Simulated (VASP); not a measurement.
Level of theory: PBE GGA, VASP's PBE PAW potentials (set 64) (plane waves; VASP).

VASP input:

### KPOINTS
```
kpoints
0
gamma
  6 6 6
0 0 0
```

INCAR:
```
SYSTEM = CdTe
PREC = Accurate
ENCUT = 520
EDIFF = 1E-6
NELM = 100
ALGO = Normal
LREAL = .FALSE.
LASPH = .TRUE.
ISMEAR = 0
SIGMA = 0.05
GGA = PE
LMAXMIX = 4
LWAVE = .FALSE.
LCHARG = .TRUE.
```

**POSCAR**
```
CdTe
1
    0.0000000000     3.3124350059     3.3124350059
    3.3124350059     0.0000000000     3.3124350059
    3.3124350059     3.3124350059     0.0000000000
Cd Te
1 1
Direct
  0.0000000000   0.0000000000   0.0000000000
  0.2500000000   0.2500000000   0.2500000000
```

POTCAR, in this order: Cd Te (PBE.64 set). Program: vasp_std.

Q: What will the output report for the number of irreducible k-points (NKPTS), largest plane-wave count, number of space-group operations, FFT grid (NGX, NGY, NGZ)?

A: 
```
Item                                          Result
--------------------------------------  ------------
number of irreducible k-points (NKPTS)            16
largest plane-wave count                        1980
number of space-group operations                  24
FFT grid (NGX, NGY, NGZ)                36 × 36 × 36
```

The compound is CdTe in the zinc blende structure. It was relaxed first, which changed the volume by +7 %.
